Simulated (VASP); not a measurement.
A convergence study with VASP on PbSe (rock salt): one setting is varied, all else stays as given below, so the limit is that of these other settings.

```
PbSe
1.0
    0.00000     3.06000     3.06000
    3.06000     0.00000     3.06000
    3.06000     3.06000     0.00000
Pb Se
1 1
Direct
  0.00000   0.00000   0.00000
  0.50000   0.50000   0.50000
```

The numbers are results of LDA (Ceperley-Alder, Perdew-Zunger), VASP's LDA PAW potentials (set 64) (plane waves; VASP 6.6.1), not measurements. The tightest run used: 550 eV cut-off, 16×16×16 Γ-centred mesh, tetrahedra with Blöchl corrections, potentials Pb_d Se.

Unless said otherwise, spin-orbit coupling is left out, though it shifts the bands of the heavy elements here. Gaps are read on the run's mesh, which can miss a band edge.

Q: The settings run are 3×3×3 mesh; 4×4×4 mesh; 5×5×5 mesh; 6×6×6 mesh; 7×7×7 mesh; 8×8×8 mesh; 9×9×9 mesh; 10×10×10 mesh; 11×11×11 mesh; 12×12×12 mesh; 13×13×13 mesh; 14×14×14 mesh; 15×15×15 mesh; 16×16×16 mesh. From which on does the stress (every component) stay within 0.1 GPa of the tightest run?

A: From 6×6×6 mesh on: it is off by 0.06 there and by no more than 0.1 in any finer run, while 5×5×5 mesh is off by 0.21.
```json
[
 {"setting": "3×3×3 mesh", "E (eV/atom)": "-4.7858", "pressure (GPa)": "-2.96", "gap on the mesh (eV)": "1.963", "irreducible k-points": "4", "difference judged (GPa)": "1.02"},
 {"setting": "4×4×4 mesh", "E (eV/atom)": "-4.7179", "pressure (GPa)": "-1.97", "gap on the mesh (eV)": "0.161", "irreducible k-points": "8", "difference judged (GPa)": "0.02"},
 {"setting": "5×5×5 mesh", "E (eV/atom)": "-4.7298", "pressure (GPa)": "-2.15", "gap on the mesh (eV)": "1.110", "irreducible k-points": "10", "difference judged (GPa)": "0.21"},
 {"setting": "6×6×6 mesh", "E (eV/atom)": "-4.7246", "pressure (GPa)": "-2.01", "gap on the mesh (eV)": "0.161", "irreducible k-points": "16", "difference judged (GPa)": "0.06"},
 {"setting": "7×7×7 mesh", "E (eV/atom)": "-4.7240", "pressure (GPa)": "-2.03", "gap on the mesh (eV)": "0.807", "irreducible k-points": "20", "difference judged (GPa)": "0.08"},
 {"setting": "8×8×8 mesh", "E (eV/atom)": "-4.7228", "pressure (GPa)": "-1.96", "gap on the mesh (eV)": "0.160", "irreducible k-points": "29", "difference judged (GPa)": "0.02"},
 {"setting": "9×9×9 mesh", "E (eV/atom)": "-4.7229", "pressure (GPa)": "-1.98", "gap on the mesh (eV)": "0.632", "irreducible k-points": "35", "difference judged (GPa)": "0.04"},
 {"setting": "10×10×10 mesh", "E (eV/atom)": "-4.7223", "pressure (GPa)": "-1.95", "gap on the mesh (eV)": "0.159", "irreducible k-points": "47", "difference judged (GPa)": "0.00"},
 {"setting": "11×11×11 mesh", "E (eV/atom)": "-4.7225", "pressure (GPa)": "-1.96", "gap on the mesh (eV)": "0.524", "irreducible k-points": "56", "difference judged (GPa)": "0.02"},
 {"setting": "12×12×12 mesh", "E (eV/atom)": "-4.7222", "pressure (GPa)": "-1.95", "gap on the mesh (eV)": "0.159", "irreducible k-points": "72", "difference judged (GPa)": "0.00"},
 {"setting": "13×13×13 mesh", "E (eV/atom)": "-4.7223", "pressure (GPa)": "-1.96", "gap on the mesh (eV)": "0.451", "irreducible k-points": "84", "difference judged (GPa)": "0.01"},
 {"setting": "14×14×14 mesh", "E (eV/atom)": "-4.7222", "pressure (GPa)": "-1.95", "gap on the mesh (eV)": "0.159", "irreducible k-points": "104", "difference judged (GPa)": "0.00"},
 {"setting": "15×15×15 mesh", "E (eV/atom)": "-4.7222", "pressure (GPa)": "-1.95", "gap on the mesh (eV)": "0.398", "irreducible k-points": "120", "difference judged (GPa)": "0.00"},
 {"setting": "16×16×16 mesh", "E (eV/atom)": "-4.7222", "pressure (GPa)": "-1.95", "gap on the mesh (eV)": "0.159", "irreducible k-points": "145", "difference judged (GPa)": "0.00"}
]
```

Left out are rungs that failed or repeat a setting and relaxations that didn't move; long series are thinned to 24 rows.

The compound is PbSe in the rock salt structure. The cell was not relaxed at this level.
